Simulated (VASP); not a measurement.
Input:

```xyz
2
Lattice="0.0000 2.9329 2.9329 2.9329 0.0000 2.9329 2.9329 2.9329 0.0000" Properties=species:S:1:pos:R:3 pbc="T T T"
Mg     0.0000     0.0000     0.0000
Se     1.4665     1.4665     1.4665
```

The numbers are results of LDA (Ceperley-Alder, Perdew-Zunger), VASP's LDA PAW potentials (set 64) (plane waves; VASP), not measurements. Numerical set-up: 400 eV cut-off, Gaussian smearing of 0.050 eV, potentials Mg Se.

Q: Predict the band gap (along the path) with the smallest direct gap where there is one.

A: 
```yaml
band gap (along the path): 2.58 eV
smallest direct gap (along the path): 2.58 eV
```

Total energies compare only between runs with the same potentials, cut-off and functional.

The structure comes from a computed database's MgSe entry (F-43m); how it stands against other phases isn't given here. It was relaxed first.
